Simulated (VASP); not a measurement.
Calculation: PBE GGA, VASP's PBE PAW potentials (set 64) (plane waves; VASP).

A VASP calculation is set up with these files.

### KPOINTS
```
Automatic mesh
0
Gamma
15 15 8
0 0 0
```

**POSCAR**
```
Mg
1
    1.3660627289    -2.3660907967     0.0000000000
    1.3660627289     2.3660907967     0.0000000000
   -0.0000000000    -0.0000000000     4.3830066616
Mg
2
Direct
  0.3333330000   0.6666670000   0.2500000000
  0.6666670000   0.3333330000   0.7500000000
```

### INCAR
```
SYSTEM = Mg
PREC = Accurate; ENCUT = 500; LREAL = .FALSE.
LASPH = .TRUE.
EDIFF = 1E-6; NELM = 100; ALGO = Normal
ISMEAR = 1; SIGMA = 0.1
GGA = PE
IBRION = 2; NSW = 40; ISIF = 3
EDIFFG = -0.02; PSTRESS = 450
LWAVE = .FALSE.; LCHARG = .FALSE.
```

POTCAR, in this order: Mg (PBE.64 set). Program: vasp_std.

The run wrote:

**OSZICAR**
```
       N       E                     dE             d eps       ncg     rms          rms(c)
DAV:   1     0.216903190535E+01    0.21690E+01   -0.14575E+03  1620   0.490E+02
DAV:   2    -0.139934722142E+01   -0.35684E+01   -0.34080E+01  2286   0.363E+01
DAV:   3    -0.141979092996E+01   -0.20444E-01   -0.20451E-01  2250   0.352E+00
DAV:   4    -0.141984587666E+01   -0.54947E-04   -0.54949E-04  2094   0.149E-01
DAV:   5    -0.141984620792E+01   -0.33126E-06   -0.33147E-06  2202   0.951E-03    0.101E+00
DAV:   6    -0.139059997261E+01    0.29246E-01   -0.57841E-04  2034   0.251E-01    0.643E-01
DAV:   7    -0.137135783171E+01    0.19242E-01   -0.10552E-03  1866   0.365E-01    0.271E-02
DAV:   8    -0.137115719610E+01    0.20064E-03   -0.35280E-05  2202   0.540E-02    0.686E-03
DAV:   9    -0.137114562050E+01    0.11576E-04   -0.41120E-06  1986   0.181E-02    0.951E-04
DAV:  10    -0.137114625024E+01   -0.62974E-06   -0.11503E-07  1116   0.301E-03
   1 F= 0.65868935E+01 E0= 0.65869279E+01  d E =0.658689E+01
```

File OUTCAR:
```
------------------------ aborting loop because EDIFF is reached ----------------------------------------
  FORCE on cell =-STRESS in cart. coord.  units (eV):
  Direction    XX          YY          ZZ          XY          YZ          ZX
  --------------------------------------------------------------------------------------
  Total        7.9396564      7.9396614      7.9762511      0.0000000      0.0000000      0.0000000
  in kB      448.9604823    448.9607646    451.0297848      0.0000000      0.0000000      0.0000000
  external PRESSURE =      -0.3496561 kB  Pullay stress =     450.0000000 kB
  volume of cell :       28.33
      direct lattice vectors                 reciprocal lattice vectors
     1.366062729 -2.366090797  0.000000000     0.366015403 -0.211319025  0.000000000
     1.366062729  2.366090797  0.000000000     0.366015403  0.211319025  0.000000000
     0.000000000  0.000000000  4.383006662     0.000000000  0.000000000  0.228153885
 POSITION                                       TOTAL-FORCE (eV/Angst)
 -----------------------------------------------------------------------------------
      1.36606      0.78870      1.09575        -0.000000      0.000000      0.000000
      1.36606     -0.78870      3.28725         0.000000     -0.000000      0.000000
 -----------------------------------------------------------------------------------
    total drift:                                0.000000     -0.000009      0.000001
  FREE ENERGIE OF THE ION-ELECTRON SYSTEM (eV)
  ---------------------------------------------------
  free  energy   TOTEN  =        -1.3711462502 eV

  energy  without entropy=       -1.3710433245  energy(sigma->0) =       -1.37111194
  enthalpy is  TOTEN    =         6.5868935428 eV   P V=        7.9580397930

 reached required accuracy - stopping structural energy minimisation
```
(Selected blocks of OUTCAR.)

The compound is Mg in the hcp structure. It was relaxed first under an external pressure of 45 GPa.
